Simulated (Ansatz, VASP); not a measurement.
**Cross-check of HfC between VASP and Ansatz**

Wanted: the spread between two codes on one cell, functional and k mesh. The cell is taken from a series of runs on this material, whose earlier steps may have relaxed, scaled, displaced or heated it; both programs get it as it stands.

Method: plane waves, with VASP 6.6.1 beside it; elastic constants at PBEsol, in Ansatz 0.2.0.

### 1. Starting point

Symmetry: Fm-3m, No. 225, cubic system. Conventional cell: a = 4.650 Å, b = 4.650 Å, c = 4.650 Å, α = 90.00°, β = 90.00°, γ = 90.00°. Nearest to Hf lie 6 C at 2.33 Å. Nearest to C lie 6 Hf at 2.33 Å. Farther neighbours are not listed.

### 2. Ansatz: elastic constants, PBEsol

Ansatz runs on its default PAW (the set named soft_2) files.

Elastic constants are differences of stresses under small strains, so they test the stress and the mesh.

File input.yaml:

```yaml
crystal:
  lattice:
    - [0.0, 2.325, 2.325]
    - [2.325, 0.0, 2.325]
    - [2.325, 2.325, 0.0]
  atoms:
    - { symbol: Hf, position: [0.5, 0.5, 0.5] }
    - { symbol: C, position: [0.0, 0.0, 0.0] }
kpoints:
  mp_grid: { grid: [20, 20, 20] }
hamiltonian:
  xc: pbesol
scf:
  occupations: { method: fermi_dirac, width: 1.0 }
output:
  forces: true
  stress: true
  eigenvalues: true
elastic:
  mode: relaxed_ion
  stencil: two_point
  amplitude: 0.01
```

Command:

```bash
$ ansatz run input.yaml --threads 4 --pin off --max-ram 16384MiB --backend cpu --events-out ev --progress --plain --runs-dir out
```

Numbers of over 12 decimals in the logs are rounded to 6 here.

The log of the run:

```text
band count auto-derived: 27 (N_el = 30.0; filled up to band 15; 19 by the electrons, moments and atoms)
Engine: ansatz 0.2.0, x86_64-unknown-linux-gnu
Pseudopotentials: kind: paw
Pseudopotential: Hf, paw, valence charge 26, recommended cutoff 420 eV (normal), Hf.paw.azcp
Pseudopotential: C, paw, valence charge 4, recommended cutoff 420 eV (normal), C.paw.azcp
Functional definition: PBEsol
  exchange = pbesol_x
  correlation = pbesol_c
Crystal: 2 atoms, lattice volume = 25.136 Å³
Basis set: ecut = 420 eV, 531 PW (Γ), exchange–correlation on 48×48×48 points (8 copies of the dense FFT grid, shifted against one another)
Bands: 27, of which v1, the nominal top of the filled ones, is band 15 counted from 1 (14 counted from 0)
Symmetry: 48 space group operations
Space group: Fm-3m (ITA 225), of the structure as read, at distance tolerance 2.9e-5 Å
k-points: 256 of 8000
Non-local potential: Hf, projectors of the file, l = 0: 3, l = 1: 2, l = 2: 2, l = 3: 3
Non-local potential: C, projectors of the file, l = 0: 2, l = 1: 2, l = 2: 1
PAW form: soft (Blöchl's): semilocal exchange-correlation on the pseudo side does not see the compensation charge
PAW frozen core: Hf, regenerated for the run's functional, and the local potential with it (the file was generated under x = pbe(κ = 0.804, μ = 0.219515), c = pbe(β = 0.066725))
PAW frozen core: C, regenerated for the run's functional, and the local potential with it (the file was generated under x = pbe(κ = 0.804, μ = 0.219515), c = pbe(β = 0.066725))
PAW one-centre angular grid: Hf, 590 points (default); XC on 64 Gauss nodes
PAW one-centre angular grid: C, 110 points (default); XC on 64 Gauss nodes
Initial density: superposition of atomic densities (neutral atoms: chi_scale 0, normalization atom), corrected by the library's trained network
Initial wavefunctions: pseudopotential atomic-orbital guess
Functional: x = pbesol(κ = 0.804, μ = 0.123457), c = pbesol(β = 0.046)
SCF iter   1: F=—  HF=-15847.661914 eV  |F-HF|=—  |Δ(HF+E_count)|=         —  Δρ=1.78e-2  dr2=1.15e-1  ethr=1.77e-3  ⟨swp⟩=5.0  Hψ=27955  notcnv=0
preconditioner: auto → Kerker (q_TF=auto, 2.810 Å⁻¹)  [metal: Δε(μ)=0.029 eV  Ē_g=25.964 eV  σ=1.000 eV  W_gap=0.01  n_scr=14 (ndim 8)  ℏωp=39.2 eV  f_vac=0.000  D(μ)=0.67/eV (n_scr^D=0)]
SCF iter   2: F=—  HF=-15847.636613 eV  |F-HF|=—  |Δ(HF+E_count)|=   2.53e-2  Δρ=6.16e-3  dr2=1.19e-2  ethr=3.84e-4  ⟨swp⟩=1.0  Hψ=8960  notcnv=0
SCF iter   3: F=—  HF=-15847.634039 eV  |F-HF|=—  |Δ(HF+E_count)|=   2.57e-3  Δρ=2.15e-3  dr2=8.43e-4  ethr=3.98e-5  ⟨swp⟩=2.0  Hψ=8852  notcnv=0
SCF iter   4: F=—  HF=-15847.633536 eV  |F-HF|=—  |Δ(HF+E_count)|=   5.03e-4  Δρ=1.57e-3  dr2=2.95e-4  ethr=2.81e-6  ⟨swp⟩=3.0  Hψ=12689  notcnv=0
SCF iter   5: F=—  HF=-15847.633547 eV  |F-HF|=—  |Δ(HF+E_count)|=   1.12e-5  Δρ=2.15e-4  dr2=7.15e-6  ethr=9.82e-7  ⟨swp⟩=2.3  Hψ=10356  notcnv=0
SCF iter   6: F=—  HF=-15847.633542 eV  |F-HF|=—  |Δ(HF+E_count)|=   4.35e-6  Δρ=3.83e-5  dr2=2.19e-7  ethr=2.38e-8  ⟨swp⟩=2.2  Hψ=11225  notcnv=0
SCF iter   7: F=—  HF=-15847.633546 eV  |F-HF|=—  |Δ(HF+E_count)|=   3.17e-6  Δρ=1.05e-5  dr2=2.29e-8  ethr=7.30e-10  ⟨swp⟩=3.4  Hψ=13091  notcnv=0
SCF iter   8: F=—  HF=-15847.633546 eV  |F-HF|=—  |Δ(HF+E_count)|=   4.07e-9  Δρ=2.72e-6  dr2=1.98e-9  ethr=7.63e-11  ⟨swp⟩=2.1  Hψ=9011  notcnv=0
SCF iter   9: F=—  HF=-15847.633546 eV  |F-HF|=—  |Δ(HF+E_count)|=  1.15e-10  Δρ=6.29e-7  dr2=9.85e-11  ethr=6.60e-12  ⟨swp⟩=1.7  Hψ=7650  notcnv=0
SCF iter  10: F=—  HF=-15847.633546 eV  |F-HF|=—  |Δ(HF+E_count)|=  2.73e-11  Δρ=8.18e-8  dr2=1.58e-12  ethr=3.28e-13 (applied; sched 1.00e-12)  ⟨swp⟩=2.3  Hψ=9779  notcnv=0
[...]
SCF 1 converged in 11 iterations: F = -15847.633546 eV  dr2 = 1.66e-14
  greatest PAW one-centre occupation: 0.998 electrons in one spin orbital (limit 2), on the Hf atom at site 0 (counted from 0), in its partial waves of l = 3
Crystal: 2 atoms, lattice volume = 24.885 Å³
Symmetry: 16 space group operations
k-points: 641 of 8000
Initial density: handed on by an earlier stage of this run
Initial wavefunctions: those handed on with the density
[...]
preconditioner: auto → Kerker (q_TF=auto, 2.815 Å⁻¹)  [metal: Δε(μ)=0.052 eV  Ē_g=25.973 eV  σ=1.000 eV  W_gap=0.01  n_scr=14 (ndim 8)  ℏωp=39.4 eV  f_vac=0.000  D(μ)=0.64/eV (n_scr^D=0)]
[...]
SCF 2 converged in 10 iterations: F = -15847.629667 eV  dr2 = 7.15e-14
Crystal: 2 atoms, lattice volume = 25.388 Å³
[...]
preconditioner: auto → Kerker (q_TF=auto, 2.805 Å⁻¹)  [metal: Δε(μ)=0.032 eV  Ē_g=25.806 eV  σ=1.000 eV  W_gap=0.01  n_scr=14 (ndim 8)  ℏωp=39.0 eV  f_vac=0.000  D(μ)=0.66/eV (n_scr^D=0)]
[...]
SCF 3 converged in 9 iterations: F = -15847.629925 eV  dr2 = 3.81e-15
Symmetry: 8 space group operations
k-points: 1166 of 8000
[...]
preconditioner: auto → Kerker (q_TF=auto, 2.810 Å⁻¹)  [metal: Δε(μ)=0.066 eV  Ē_g=25.894 eV  σ=1.000 eV  W_gap=0.02  n_scr=14 (ndim 8)  ℏωp=39.2 eV  f_vac=0.000  D(μ)=0.65/eV (n_scr^D=0)]
[...]
SCF iter   8: F=—  HF=-15847.632523 eV  |F-HF|=—  |Δ(HF+E_count)|=  7.28e-12  Δρ=4.07e-8  dr2=2.25e-13  ethr=2.47e-14 (applied; sched 1.00e-12)  ⟨swp⟩=2.5  Hψ=50392  notcnv=0
SCF iter   9: F=-15847.632523 eV  HF=-15847.632523 eV  |F-HF|=1.82e-12  |Δ(HF+E_count)|=    0.00e0  Δρ=9.43e-9  dr2=7.88e-15  ethr=1.00e-12  ⟨swp⟩=5.0  Hψ=101021  notcnv=0
SCF 4 converged in 9 iterations: F = -15847.632523 eV  dr2 = 7.88e-15
iter 1 solved again at ethr=1.05e-9 eV; its pass at ethr=3.10e-3 eV (dr2=3.16e-7 eV) is discarded
SCF iter   1: F=—  HF=-15847.632524 eV  |F-HF|=—  |Δ(HF+E_count)|=         —  Δρ=2.92e-5  dr2=2.39e-7  ethr=1.05e-9  ⟨swp⟩=3.2  Hψ=151860  notcnv=0
SCF iter   2: F=—  HF=-15847.632523 eV  |F-HF|=—  |Δ(HF+E_count)|=   1.18e-6  Δρ=1.39e-5  dr2=3.77e-8  ethr=7.96e-10  ⟨swp⟩=1.0  Hψ=31557  notcnv=0
SCF iter   3: F=—  HF=-15847.632523 eV  |F-HF|=—  |Δ(HF+E_count)|=   4.16e-9  Δρ=4.52e-6  dr2=2.83e-9  ethr=1.26e-10  ⟨swp⟩=1.3  Hψ=34844  notcnv=0
SCF iter   4: F=—  HF=-15847.632523 eV  |F-HF|=—  |Δ(HF+E_count)|=  4.69e-10  Δρ=1.97e-6  dr2=5.53e-10  ethr=9.45e-12  ⟨swp⟩=2.3  Hψ=50158  notcnv=0
SCF iter   5: F=—  HF=-15847.632523 eV  |F-HF|=—  |Δ(HF+E_count)|=  7.82e-10  Δρ=4.11e-7  dr2=2.48e-11  ethr=1.84e-12  ⟨swp⟩=2.3  Hψ=48813  notcnv=0
SCF iter   6: F=—  HF=-15847.632523 eV  |F-HF|=—  |Δ(HF+E_count)|=  5.46e-12  Δρ=1.01e-7  dr2=1.84e-12  ethr=8.25e-14 (applied; sched 1.00e-12)  ⟨swp⟩=2.3  Hψ=50150  notcnv=0
SCF iter   7: F=-15847.632523 eV  HF=-15847.632523 eV  |F-HF|=3.64e-12  |Δ(HF+E_count)|=  1.82e-12  Δρ=2.01e-8  dr2=8.79e-14  ethr=1.00e-12  ⟨swp⟩=3.9  Hψ=135751  notcnv=0
SCF 5 converged in 7 iterations: F = -15847.632523 eV  dr2 = 8.79e-14
SCF converged after 11 iterations
Free energy (F): -15847.633546 eV
Harris-Foulkes:  -15847.633546 eV  (|F-HF|=7.28e-12)
Internal energy: -15845.267332 eV  (E = F + TS)
E sigma→0 (E₀):  -15846.450439 eV
Entropy (-TS):   -2.366214 eV (-1183.107 meV/atom)
Fermi energy:    20.320630 eV
--- Per-component energies (eV) ---
  E_band       = 112.227702
  E_kinetic    = 512.802534
  E_local      = -4996.356079  (includes V_loc(G=0)·N_el)
  E_nonlocal   = -1211.265446
  E_hartree    = 2360.115895
  E_xc         = -346.090265
  E_vxc        = -326.305938  (∫ρ·V_xc dr)
  E_paw        = -6902.305700  (= ΣΔE_a)
  E_vpaw       = 1413.120831  (= ΣTr[D̂ρ^β])
  E_aug_tail   = 0.000006  (compensation charges beyond the density's cutoff)
  E_ewald      = -5263.440471
  E_core_change = 1.272192  (= ΣΔE_core)
  E_smearing   = -2.366214  (= −TS)
  E_closure    = -0.000000  (closes the sum)
  Σ components = -15847.633546   (vs F -15847.633546, Δ=0.00e0)
--- Forces (eV/Å), atoms counted from 1 ---
  atom   1  Hf     0.00000000    -0.00000000    -0.00000000
  atom   2  C     -0.00000000     0.00000000     0.00000000
  max |Σ_I F_I| component: 9.07e-29 eV/Å
--- Stress (GPa, compression-positive) ---
       -0.009613       0.000000      -0.000000
        0.000000      -0.009613       0.000000
        0.000000       0.000000      -0.009613
  P = ⅓ Tr σ = -0.0096 GPa (-0.096 kbar)
--- Band table (eV; the first three rows and the last of 256) ---
  k-point 0: bands = [... 11 lower, 9.1618, 20.9352, 20.9352, 20.9352, 21.3387, 21.3387, 21.3387, 23.3582, ... 8 higher]
  k-point 1: bands = [... 11 lower, 9.1619, 20.3888, 20.5740, 20.5740, 21.5026, 21.5026, 21.7252, 23.6851, ... 8 higher]
  k-point 2: bands = [... 11 lower, 9.1620, 19.5743, 19.9515, 19.9515, 21.7498, 21.7498, 22.1072, 24.4458, ... 8 higher]
  k-point 255: bands = [... 11 lower, 10.3488, 16.9260, 17.2028, 17.2028, 23.6129, 23.6129, 26.7619, 27.0230, ... 8 higher]
--- Elastic constants: 2 strain directions × 2 members + reference (group order 48) ---
  dense FFT box of the reference and of every strained cell: 24×24×24
  strains applied: 11, 23; error gains: componentwise 1.00 (the most a stress slope's error grows in a printed constant), spectral 1.73 (1 for all six strains in a standard setting)
  C = ∂σ_k/∂η_j (tension-positive GPa; Voigt order 11 22 33 23 13 12):
       478.777     83.070     83.070     -0.000     -0.000     -0.000
        83.070    478.777     83.070     -0.000     -0.000      0.000
        83.070     83.070    478.777      0.000      0.000     -0.000
         0.000     -0.000     -0.000    130.678      0.000      0.000
        -0.000      0.000     -0.000     -0.000    130.678      0.000
         0.000     -0.000      0.000     -0.000     -0.000    130.678
  reference stress σ⁰ (GPa):      0.010      0.010      0.010     -0.000      0.000     -0.000
  C* (energy form; C + prestress term) asymmetry max|C*_kj − C*_jk| = 1.112e-15 GPa — a small one proves nothing (zero by symmetry where the batch's group is 432, −43m or m−3m); a large one is finite-difference/SCF noise where every solve meets its electron count
  moduli (Voigt/Reuss/Hill, GPa): K = 214.97/214.97/214.97   G = 157.55/151.21/154.38   E = 373.69   ν = 0.210
  mechanically stable: yes (min eigenvalue of sym C = 130.68 GPa)
  strain η (Voigt 11):  stress-route row diagonal C_11 = 478.78 GPa, energy-path curvature d²(F+E_count+ΔE)/dδ²/Ω₀ = 478.45 GPa
         δ    σ_11 (GPa)             F (eV)   n_scf  n_hpsi   n_pw
    -1.000e-2      -5.0485      -15847.6296667      10  364378    531   relax 0 steps, max|allowed force component| 1.28e-29 eV/Å
     1.000e-2       4.5270      -15847.6299250       9  357409    531   relax 0 steps, max|allowed force component| 9.37e-30 eV/Å
  strain η (Voigt 23):  stress-route row diagonal C_44 = 130.68 GPa, energy-path curvature d²(F+E_count+ΔE)/dδ²/Ω₀ = 130.67 GPa
         δ    σ_23 (GPa)             F (eV)   n_scf  n_hpsi   n_pw
    -1.000e-2      -1.3068      -15847.6325229       9  602792    531   relax 0 steps, max|allowed force component| 2.52e-29 eV/Å
     1.000e-2       1.3068      -15847.6325229       7  525339    531   relax 0 steps, max|allowed force component| 2.52e-29 eV/Å
```

Reading the cycles: dr2 is the Hartree energy of the density residual (eV), the measure of convergence; HF is the Harris–Foulkes estimate of the energy, which meets the free energy F at convergence.

(Part 1 of 2 ends here.)

[Lines on the potential files, build, host, timing and source positions are cut from VASP's logs without a mark.]

[Logs are printed without paths, hosts, clocks, repeated set-up lines and the standing remarks that a program may print on its own settings, such as how far it seeks lower states.]

[Hosts, paths, dates, database ids (printed as entryN), source tags and the programs' standing remarks are cut or masked in the printed files.]
